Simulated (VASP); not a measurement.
These are LDA (Ceperley-Alder, Perdew-Zunger), VASP's LDA PAW potentials (set 64) (plane waves; VASP) values and carry that method's errors.

A VASP calculation is set up with these files.

KPOINTS:
```
Automatic mesh
0
Gamma
5 5 5
0 0 0
```

**POSCAR**
```
W(IO)2
1
   -1.8742000000     1.9524500000     8.3141500000
    1.8742000000    -1.9524500000     8.3141500000
    1.8742000000     1.9524500000    -8.3141500000
W I O
1 2 2
Direct
  0.0000000000   0.0000000000   0.0000000000
  0.1607200000   0.1607200000   0.0000000000
  0.8392800000   0.8392800000   0.0000000000
  0.5000000000   0.0000000000   0.5000000000
  0.0000000000   0.5000000000   0.5000000000
```

### INCAR
```
PREC = Accurate
ENCUT = 400
LWAVE = .False.
ISIF = 2
NELM = 100   # most electronic steps
SYSTEM = W(IO)2
LCHARG = .False.
EDIFF = 1E-6
ALGO = Normal   # blocked Davidson
LREAL = .False.
LMAXMIX = 6   # l cut-off of mixed one-centre charges
SIGMA = 0.1   # width (eV)
LASPH = .True.   # aspherical one-centre terms
ISMEAR = 0   # Gaussian
```

POTCAR, in this order: W_sv I O (LDA.64 set). Program: vasp_std.

What VASP printed:

### OSZICAR
```
       N       E                     dE             d eps       ncg     rms          rms(c)
DAV:   1     0.284394196299E+03    0.28439E+03   -0.17146E+04  1416   0.128E+03
DAV:   2    -0.198747586449E+02   -0.30427E+03   -0.29994E+03  1584   0.333E+02
DAV:   3    -0.418989168648E+02   -0.22024E+02   -0.21920E+02  1688   0.918E+01
DAV:   4    -0.422777457735E+02   -0.37883E+00   -0.37867E+00  1640   0.129E+01
DAV:   5    -0.422842199089E+02   -0.64741E-02   -0.64732E-02  1688   0.152E+00    0.399E+01
DAV:   6    -0.368913606625E+02    0.53929E+01   -0.46051E+01  1552   0.438E+01    0.123E+01
DAV:   7    -0.362920470292E+02    0.59931E+00   -0.10936E+01  1536   0.219E+01    0.123E+01
DAV:   8    -0.358139118514E+02    0.47814E+00   -0.25141E+00  1504   0.891E+00    0.224E+00
DAV:   9    -0.358046957044E+02    0.92161E-02   -0.81728E-02  1480   0.179E+00    0.625E-01
DAV:  10    -0.358029041239E+02    0.17916E-02   -0.13050E-02  1568   0.856E-01    0.335E-01
DAV:  11    -0.358027730673E+02    0.13106E-03   -0.43055E-04  1544   0.144E-01    0.259E-01
DAV:  12    -0.358026558074E+02    0.11726E-03   -0.35086E-04  1520   0.110E-01    0.313E-02
DAV:  13    -0.358026532852E+02    0.25223E-05   -0.20913E-05  1440   0.312E-02    0.252E-02
DAV:  14    -0.358026528587E+02    0.42650E-06   -0.56585E-06  1440   0.149E-02
   1 F= -.35802653E+02 E0= -.35800131E+02  d E =-.504310E-02
```

File OUTCAR:
```
------------------------ aborting loop because EDIFF is reached ----------------------------------------
  FORCE on cell =-STRESS in cart. coord.  units (eV):
  Direction    XX          YY          ZZ          XY          YZ          ZX
  --------------------------------------------------------------------------------------
  Total       -0.5742751     -8.7134391     -0.9071855     -0.0000000      0.0000000      0.0000000
  in kB       -7.5606109   -114.7166563    -11.9435372     -0.0000000      0.0000000      0.0000000
  external PRESSURE =     -44.7402681 kB  Pullay stress =       0.0000000 kB
  volume of cell :      121.70
      direct lattice vectors                 reciprocal lattice vectors
    -1.874200000  1.952450000  8.314150000     0.000000000  0.256088504  0.060138439
     1.874200000 -1.952450000  8.314150000     0.266780493  0.000000000  0.060138439
     1.874200000  1.952450000 -8.314150000     0.266780493  0.256088504  0.000000000
 POSITION                                       TOTAL-FORCE (eV/Angst)
 -----------------------------------------------------------------------------------
      0.00000      0.00000      0.00000        -0.000000      0.000000     -0.000000
      0.00000      0.00000      2.67250         0.000000     -0.000000      0.164524
      0.00000      0.00000     13.95580        -0.000000      0.000000     -0.164524
      0.00000      1.95245      0.00000        -0.000000      0.000000     -0.000000
      1.87420      0.00000      0.00000        -0.000000      0.000000     -0.000000
 -----------------------------------------------------------------------------------
    total drift:                                0.000000     -0.000000     -0.000000
  FREE ENERGIE OF THE ION-ELECTRON SYSTEM (eV)
  ---------------------------------------------------
  free  energy   TOTEN  =       -35.8026528587 eV

  energy  without entropy=      -35.7976097550  energy(sigma->0) =      -35.80013131
```
(Selected blocks of OUTCAR.)

### OUTCAR
```
 val. band max:        3.4761318575   @ k =   0.0000   0.0000   0.0000

 cond. band min:       3.5378581827   @ k =   0.2000  -0.2000   0.2000


 Fermi energy:         3.4871941587

 k-point     1 :       0.0000    0.0000    0.0000
  band No.  band energies     occupation
      1     -71.7887      2.00000
      2     -36.3587      2.00000
      3     -36.2478      2.00000
      4     -36.1250      2.00000
      5     -16.1815      2.00000
      6     -15.2071      2.00000
      7      -9.4155      2.00000
      8      -8.8496      2.00000
      9      -1.4972      2.00000
     10      -1.1208      2.00000
     11      -0.9949      2.00000
     12      -0.7526      2.00000
     13       0.3509      2.00000
     14       0.6533      2.00000
     15       0.9344      2.00000
     16       1.4648      2.00000
     17       1.6410      2.00000
     18       2.6029      2.00000
     19       2.8491      2.00000
     20       3.1638      2.00000
     21       3.4761      1.12432
     22       3.8083      0.00001
     23       4.0144      0.00000
     24       5.7650      0.00000

 k-point     2 :       0.2000    0.0000   -0.0000
  band No.  band energies     occupation
      1     -71.7886      2.00000
      2     -36.3579      2.00000
      3     -36.2683      2.00000
      4     -36.1240      2.00000
      5     -16.1320      2.00000
      6     -14.8693      2.00000
      7      -9.2789      2.00000
      8      -8.7872      2.00000
      9      -2.1844      2.00000
     10      -1.4398      2.00000
     11      -1.2560      2.00000
     12      -0.8132      2.00000
     13      -0.4332      2.00000
     14       0.0050      2.00000
     15       0.1276      2.00000
     16       1.7133      2.00000
     17       1.7597      2.00000
     18       1.9733      2.00000
     19       2.3567      2.00000
     20       3.4447      1.45251
     21       4.1345      0.00000
     22       4.1803      0.00000
     23       4.2473      0.00000
     24       6.0988      0.00000
...
```

At this cut-off the stress carries a Pulay error, which pulls relaxed volumes low. Unless said otherwise, spin-orbit coupling is left out, though it shifts the bands of the heavy elements here.

The structure comes from a measured WI2O2 entry of the Crystallography Open Database, whose conditions weren't checked. The cell was not relaxed at this level. The k-mesh is coarse (spacing up to 0.46 per Å, 2π included), so the numbers may not be converged in it. The run is one of a series of settings (GGA removed, POTCAR W_sv I O (LDA.64 set) against the base run), some of them coarse on purpose.
